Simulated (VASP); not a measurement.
AuZn (CsCl type) relaxed at rising pressure, in one space group throughout; other phases were not tried. The pressures are those reached. Level of theory: PBE GGA, VASP's PBE PAW potentials (set 64) (plane waves; VASP).

```csv
P (GPa),V (Å³/atom),k-mesh
-0.08,16.196,11×11×11
4.87,15.588,12×12×12
9.87,15.094,12×12×12
19.89,14.333,12×12×12
29.87,13.752,12×12×12
```

A change of mesh leaves a small step in the series.

Problem. Fit an equation of state and predict the volume at 44.89 GPa.

Solution. Least squares on the third-order Birch-Murnaghan form, P = (3B0/2)(y⁷ − y⁵)[1 + (3/4)(B′ − 4)(y² − 1)] with y = (V0/V)^(1/3), gives V0 = 16.184 Å³/atom, B0 = 117 GPa and B′ = 5.5, and so 13.079 Å³/atom. The run gave 13.075 Å³/atom, -0.0 % from the fit.

Pressures at which the relaxation failed are left out.

The compound is AuZn in the CsCl type structure. The electron count is odd and the run is not spin-polarised, which forces a metal.
